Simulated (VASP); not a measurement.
Computed with vdW-DF2, VASP's PBE PAW potentials (set 64) (plane waves; VASP 6.6.1). For the first row: Numerical set-up: 520 eV cut-off, 6×6×6 Γ-centred mesh, Gaussian smearing of 0.050 eV, potentials Ba_sv Te.

```json
[
 {"system": "BaTe (rock salt)", "energy (eV/atom)": "-2.2200"},
 {"system": "Ba (bcc)", "energy (eV/atom)": "0.3975"},
 {"system": "Te (trig)", "energy (eV/atom)": "-1.0022"}
]
```

The references are the elements' solids at the same level; no temperature or zero-point terms are added.  Spin-orbit coupling is left out, which shifts such energies by up to tenths of an eV for the heavy elements here.

Question: What is the formation energy per atom of BaTe?

Answer: The references average (1×(0.3975) + 1×(-1.0022))/2 = -0.3024 eV, so the formation energy is -2.2200 − (-0.3024) = -1.918 eV/atom.
